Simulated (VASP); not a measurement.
Output of a VASP run:

File OUTCAR:
```
 ion  position               nearest neighbor table
   1  0.000  0.000  0.000-
   2  0.491  0.509  0.509-
  LATTYP: Found a face centered cubic cell.
 ALAT       =     5.5818406208
 Subroutine PRICEL returns:
 Original cell was already a primitive cell.
 Subroutine GETGRP returns: Found  8 space group operations
The static configuration has the point symmetry C_4v.
The dynamic configuration has the point symmetry C_4v.
 Subroutine INISYM returns: Found  8 space group operations
 Subroutine IBZKPT returns following result:
 Found     59 irreducible k-points:

 Following reciprocal coordinates:
            Coordinates               Weight
  0.000000  0.000000  0.000000      1.000000
  0.125000  0.000000  0.000000      8.000000
  0.250000  0.000000  0.000000      8.000000
  0.375000  0.000000  0.000000      8.000000
  0.500000  0.000000  0.000000      4.000000
  0.125000  0.125000  0.000000      4.000000
  0.000000  0.125000  0.125000      2.000000
  0.250000  0.125000  0.000000     16.000000
  0.000000  0.250000  0.125000      8.000000
  0.375000  0.125000  0.000000     16.000000
  0.000000  0.375000  0.125000      8.000000
  0.500000  0.125000  0.000000     16.000000
  0.000000  0.500000  0.125000      8.000000
 -0.375000  0.125000  0.000000     16.000000
  0.000000 -0.375000  0.125000      8.000000
 -0.250000  0.125000  0.000000     16.000000
  0.000000 -0.250000  0.125000      8.000000
 -0.125000  0.125000  0.000000      8.000000
  0.000000 -0.125000  0.125000      4.000000
  0.250000  0.250000  0.000000      4.000000
  0.000000  0.250000  0.250000      2.000000
  0.375000  0.250000  0.000000     16.000000
  0.000000  0.375000  0.250000      8.000000
  0.500000  0.250000  0.000000     16.000000
  0.000000  0.500000  0.250000      8.000000
 -0.375000  0.250000  0.000000     16.000000
  0.000000 -0.375000  0.250000      8.000000
 -0.250000  0.250000  0.000000      8.000000
  0.000000 -0.250000  0.250000      4.000000
  0.375000  0.375000  0.000000      4.000000
  0.000000  0.375000  0.375000      2.000000
  0.500000  0.375000  0.000000     16.000000
  0.000000  0.500000  0.375000      8.000000
 -0.375000  0.375000  0.000000      8.000000
  0.000000 -0.375000  0.375000      4.000000
  0.500000  0.500000  0.000000      2.000000
  0.000000  0.500000  0.500000      1.000000
  0.375000  0.250000  0.125000      8.000000
  0.125000  0.375000  0.250000      8.000000
  0.250000  0.125000  0.375000      8.000000
   k-points           NKPTS =     59   k-points in BZ     NKDIM =     59   number of bands    NBANDS=     11
   number of dos      NEDOS =    301   number of ions     NIONS =      2
   total plane-waves  NPLWV =  21952
   dimension x,y,z NGX =    28 NGY =   28 NGZ =   28
   dimension x,y,z NGXF=    56 NGYF=   56 NGZF=   56
   ions per type =               1   1
   PREC   = accura    normal or accurate (medium, high low for compatibility)
   ISTART =      0    job   : 0-new  1-cont  2-samecut
   ICHARG =      2    charge: 1-file 2-atom 10-const
   ISPIN  =      1    spin polarized calculation?
   LNONCOLLINEAR =      F non collinear calculations
   LSORBIT =      F    spin-orbit coupling
   INIWAV =      1    electr: 0-lowe 1-rand  2-diag
   ENCUT  =  480.0 eV  35.28 Ry    5.94 a.u.   7.05  7.05  7.05*2*pi/ulx,y,z
   NELM   =    100;   NELMIN=  2; NELMDL= -5     # of ELM steps
   EDIFF  = 0.1E-06   stopping-criterion for ELM
   LREAL  =      F    real-space projection
   NLSPLINE    = F    spline interpolate recip. space projectors
   LMAXMIX     =    2 max onsite mixed and CHGCAR
   VOSKOWN=      0    Vosko Wilk Nusair interpolation
   EDIFFG = 0.1E-05   stopping-criterion for IOM
   NSW    =      0    number of steps for IOM
   NBLOCK =      1;   KBLOCK =      1    inner block; outer block
   IBRION =     -1    ionic relax: 0-MD 1-quasi-New 2-CG
...
```

File OSZICAR:
```
       N       E                     dE             d eps       ncg     rms          rms(c)
DAV:   1     0.869884314628E+02    0.86988E+02   -0.72745E+03  1304   0.125E+03
DAV:   2    -0.799461943599E+01   -0.94983E+02   -0.88362E+02  1481   0.282E+02
DAV:   3    -0.157854266700E+02   -0.77908E+01   -0.77369E+01  1571   0.806E+01
DAV:   4    -0.159508721067E+02   -0.16545E+00   -0.16527E+00  1484   0.131E+01
DAV:   5    -0.159549718119E+02   -0.40997E-02   -0.40994E-02  1683   0.199E+00    0.228E+00
DAV:   6    -0.137623683915E+02    0.21926E+01   -0.90859E-01  1418   0.114E+01    0.278E+00
DAV:   7    -0.135787623013E+02    0.18361E+00   -0.23228E-01  1337   0.706E+00    0.696E-01
DAV:   8    -0.139529882736E+02   -0.37423E+00   -0.29141E-01  1298   0.581E+00    0.902E-01
DAV:   9    -0.137772345544E+02    0.17575E+00   -0.52238E-02  1310   0.309E+00    0.651E-01
DAV:  10    -0.137945416201E+02   -0.17307E-01   -0.29647E-02  1328   0.220E+00    0.263E-01
DAV:  11    -0.137818149604E+02    0.12727E-01   -0.97420E-03  1301   0.131E+00    0.178E-01
DAV:  12    -0.137808648214E+02    0.95014E-03   -0.11894E-04  1622   0.155E-01    0.148E-01
DAV:  13    -0.137884187140E+02   -0.75539E-02   -0.21559E-03  1304   0.638E-01    0.676E-02
DAV:  14    -0.137883980644E+02    0.20650E-04   -0.70608E-05  1580   0.854E-02    0.176E-02
DAV:  15    -0.137884152220E+02   -0.17158E-04   -0.80623E-06  1352   0.423E-02    0.127E-02
DAV:  16    -0.137884374472E+02   -0.22225E-04   -0.85130E-06  1337   0.399E-02    0.530E-03
DAV:  17    -0.137884316779E+02    0.57693E-05   -0.73598E-07  1406   0.932E-03    0.106E-03
DAV:  18    -0.137884321897E+02   -0.51177E-06   -0.79421E-08  1547   0.337E-03    0.532E-04
DAV:  19    -0.137884306701E+02    0.15196E-05   -0.71904E-08  1346   0.365E-03    0.185E-04
DAV:  20    -0.137884310619E+02   -0.39177E-06   -0.18913E-08  1216   0.183E-03    0.275E-04
DAV:  21    -0.137884309973E+02    0.64610E-07   -0.21721E-09   712   0.618E-04
   1 F= -.13788431E+02 E0= -.13788431E+02  d E =-.362096E-16
```

**OUTCAR**
```
------------------------ aborting loop because EDIFF is reached ----------------------------------------
  FORCE on cell =-STRESS in cart. coord.  units (eV):
  Direction    XX          YY          ZZ          XY          YZ          ZX
  --------------------------------------------------------------------------------------
  Total        0.0626234      0.0307629      0.0307629     -0.0000000      0.0000000      0.0000000
  in kB        2.3076748      1.1336142      1.1336142     -0.0000000      0.0000000      0.0000000
  external PRESSURE =       1.5249678 kB  Pullay stress =       0.0000000 kB
  volume of cell :       43.48
      direct lattice vectors                 reciprocal lattice vectors
     0.000000000  2.790920310  2.790920310    -0.179152374  0.179152374  0.179152374
     2.790920310  0.000000000  2.790920310     0.179152374 -0.179152374  0.179152374
     2.790920310  2.790920310  0.000000000     0.179152374  0.179152374 -0.179152374
 POSITION                                       TOTAL-FORCE (eV/Angst)
 -----------------------------------------------------------------------------------
      0.00000      0.00000      0.00000         0.081361      0.000000      0.000000
      2.84092      2.79092      2.79092        -0.081361      0.000000      0.000000
 -----------------------------------------------------------------------------------
    total drift:                               -0.004771     -0.000004     -0.000004
  FREE ENERGIE OF THE ION-ELECTRON SYSTEM (eV)
  ---------------------------------------------------
  free  energy   TOTEN  =       -13.7884309973 eV

  energy  without entropy=      -13.7884309973  energy(sigma->0) =      -13.78843100
```
(Selected blocks of OUTCAR.)

POSCAR:
```
NaCl
1
    0.0000000000     2.7909203104     2.7909203104
    2.7909203104     0.0000000000     2.7909203104
    2.7909203104     2.7909203104     0.0000000000
Na Cl
1 1
Direct
  0.0000000000   0.0000000000   0.0000000000
  0.4910423813   0.5089576187   0.5089576187
```

Q: Reconstruct the remaining input files.

A: One answer among several that fit: the input of the run itself, r2SCAN meta-GGA, plane waves, VASP's PBE PAW potentials (set 64).

### KPOINTS
```
Automatic mesh
0
Gamma
8 8 8
0 0 0
```

### INCAR
```
# general
SYSTEM  = NaCl
PREC    = Accurate
ENCUT   = 480
LREAL   = F
LASPH   = T

# electronic loop
EDIFF   = 1E-7
NELM    = 100
ALGO    = Normal
LMIXTAU = T

# smearing
ISMEAR  = 0
SIGMA   = 0.05

# functional
METAGGA = R2SCAN

# ions
ISIF    = 2

# output
LWAVE   = F
LCHARG  = F
```

POTCAR, in this order: Na_pv Cl (PBE.64 set). Program: vasp_std.

The compound is NaCl in the rock salt structure. This cell was strained or had an atom moved on purpose.
